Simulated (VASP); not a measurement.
Output of a VASP run:

**OSZICAR**
```
...
DAV:   2    -0.846794381682E+02   -0.58370E+02   -0.54448E+02  2072   0.252E+02
DAV:   3    -0.864924027214E+02   -0.18130E+01   -0.17866E+01  2208   0.338E+01
DAV:   4    -0.865064900584E+02   -0.14087E-01   -0.14078E-01  2024   0.335E+00
DAV:   5    -0.865066343714E+02   -0.14431E-03   -0.14428E-03  2180   0.281E-01    0.590E+01
DAV:   6    -0.807583892071E+02    0.57482E+01   -0.51519E+00  2052   0.188E+01    0.416E+01
DAV:   7    -0.808518512062E+02   -0.93462E-01   -0.13952E+00  2120   0.124E+01    0.413E+00
DAV:   8    -0.803637196891E+02    0.48813E+00   -0.66158E-01  1900   0.898E+00    0.671E+00
DAV:   9    -0.805558962642E+02   -0.19218E+00   -0.66604E-01  1944   0.909E+00    0.805E+00
DAV:  10    -0.807746767020E+02   -0.21878E+00   -0.27192E-01  1736   0.772E+00    0.173E+00
DAV:  11    -0.807877018194E+02   -0.13025E-01   -0.26308E-02  2012   0.197E+00    0.528E-01
DAV:  12    -0.807885260325E+02   -0.82421E-03   -0.78406E-04  1968   0.358E-01    0.438E-01
DAV:  13    -0.807911739594E+02   -0.26479E-02   -0.13710E-02  1724   0.149E+00    0.209E-01
DAV:  14    -0.807895070602E+02    0.16669E-02   -0.28737E-03  1748   0.631E-01    0.104E-01
DAV:  15    -0.807895356750E+02   -0.28615E-04   -0.17496E-04  1964   0.170E-01    0.146E-01
DAV:  16    -0.807893888511E+02    0.14682E-03   -0.44972E-04  1760   0.263E-01    0.971E-02
DAV:  17    -0.807894064913E+02   -0.17640E-04   -0.14920E-04  1828   0.195E-01    0.311E-02
DAV:  18    -0.807894084572E+02   -0.19659E-05   -0.18183E-05  1888   0.630E-02    0.246E-02
DAV:  19    -0.807894176930E+02   -0.92359E-05   -0.48925E-05  1748   0.101E-01    0.145E-02
DAV:  20    -0.807894080708E+02    0.96223E-05   -0.30569E-05  1740   0.782E-02    0.475E-03
DAV:  21    -0.807894094717E+02   -0.14009E-05   -0.91730E-07  1392   0.135E-02    0.834E-04
DAV:  22    -0.807894089483E+02    0.52332E-06   -0.15471E-07   956   0.529E-03
   1 F= -.80789409E+02 E0= -.80789226E+02  d E =-.807894E+02
       N       E                     dE             d eps       ncg     rms          rms(c)
DAV:   1    -0.807917084767E+02   -0.22990E-02   -0.13570E-01  1772   0.330E+00    0.726E-01
DAV:   2    -0.807905407406E+02    0.11677E-02   -0.23296E-03  1952   0.494E-01    0.255E-01
DAV:   3    -0.807906632357E+02   -0.12250E-03   -0.79444E-04  1964   0.354E-01    0.111E-01
DAV:   4    -0.807906590228E+02    0.42129E-05   -0.79954E-04  1724   0.349E-01    0.681E-02
DAV:   5    -0.807905837853E+02    0.75238E-04   -0.13894E-04  1772   0.142E-01    0.625E-02
DAV:   6    -0.807906428227E+02   -0.59037E-04   -0.98370E-05  1716   0.117E-01    0.308E-02
DAV:   7    -0.807905950504E+02    0.47772E-04   -0.40544E-04  1692   0.241E-01    0.171E-02
DAV:   8    -0.807905715937E+02    0.23457E-04   -0.10710E-04  1684   0.141E-01    0.111E-02
DAV:   9    -0.807905746346E+02   -0.30408E-05   -0.85457E-06  1864   0.434E-02    0.191E-03
DAV:  10    -0.807905742333E+02    0.40131E-06   -0.32023E-06  1744   0.266E-02
   2 F= -.80790574E+02 E0= -.80790397E+02  d E =-.116528E-02
       N       E                     dE             d eps       ncg     rms          rms(c)
DAV:   1    -0.807905911402E+02   -0.16506E-04   -0.10257E-03  1772   0.288E-01    0.624E-02
DAV:   2    -0.807905844064E+02    0.67337E-05   -0.17249E-05  1976   0.422E-02    0.220E-02
DAV:   3    -0.807905828314E+02    0.15751E-05   -0.56131E-06  1960   0.285E-02    0.952E-03
DAV:   4    -0.807905825672E+02    0.26419E-06   -0.57814E-06  1752   0.287E-02
   3 F= -.80790583E+02 E0= -.80790405E+02  d E =-.117362E-02
```

File OUTCAR:
```
------------------------ aborting loop because EDIFF is reached ----------------------------------------
  FORCE on cell =-STRESS in cart. coord.  units (eV):
  Direction    XX          YY          ZZ          XY          YZ          ZX
  --------------------------------------------------------------------------------------
  Total       -0.0457442     -0.0457442     -0.0233835      0.0000000      0.0000000     -0.0000000
  in kB       -2.5055977     -2.5055981     -1.2808111      0.0000000      0.0000000     -0.0000000
  external PRESSURE =      -2.0973356 kB  Pullay stress =       0.0000000 kB
  volume of cell :       29.25
      direct lattice vectors                 reciprocal lattice vectors
     1.559097572 -2.700436436 -0.000000000     0.320698338 -0.185155256 -0.000000000
     1.559097572  2.700436436  0.000000000     0.320698338  0.185155256 -0.000000000
     0.000000000  0.000000000  3.473744655    -0.000000000 -0.000000000  0.287873779
 POSITION                                       TOTAL-FORCE (eV/Angst)
 -----------------------------------------------------------------------------------
      0.00000      0.00000      0.00000        -0.000000     -0.000000     -0.000000
      1.55910      0.90015      1.73687        -0.000000     -0.000000     -0.000000
      1.55910     -0.90015      1.73687         0.000000      0.000000      0.000000
 -----------------------------------------------------------------------------------
    total drift:                                0.000000     -0.000000      0.000000
  FREE ENERGIE OF THE ION-ELECTRON SYSTEM (eV)
  ---------------------------------------------------
  free  energy   TOTEN  =       -80.7905825672 eV

  energy  without entropy=      -80.7900486072  energy(sigma->0) =      -80.79040458

 reached required accuracy - stopping structural energy minimisation
```
(Selected blocks of OUTCAR.)

File POSCAR:
```
HfB2
1
    1.5613703815    -2.7043730586    -0.0000000000
    1.5613703815     2.7043730586    -0.0000000000
   -0.0000000000    -0.0000000000     3.4547709102
Hf B
1 2
Direct
  0.0000000000   1.0000000000   0.0000000000
  0.3333330000   0.6666670000   0.5000000000
  0.6666670000   0.3333330000   0.5000000000
```

Write an INCAR and KPOINTS that could have produced this output.

One answer among several that fit: the input of the run itself, SCAN meta-GGA, plane waves, VASP's PBE PAW potentials (set 64).

KPOINTS:
```
kpoints
0
gamma
10 10 8
0 0 0
```

INCAR:
```
ALGO = Normal
EDIFF = 1E-6
EDIFFG = -0.02
ENCUT = 520
IBRION = 2
ISIF = 3
ISMEAR = 1
LASPH = T
LCHARG = F
LMAXMIX = 6
LMIXTAU = T
LREAL = F
LWAVE = F
METAGGA = SCAN
NELM = 100
NSW = 60
PREC = Accurate
SIGMA = 0.1
SYSTEM = HfB2
```

POTCAR, in this order: Hf_pv B (PBE.64 set). Program: vasp_std.

The compound is HfB2 in the AlB2 type structure. This run relaxes it. Symmetry was kept, so distortions that lower it aren't found. The start is the result of an earlier pass.
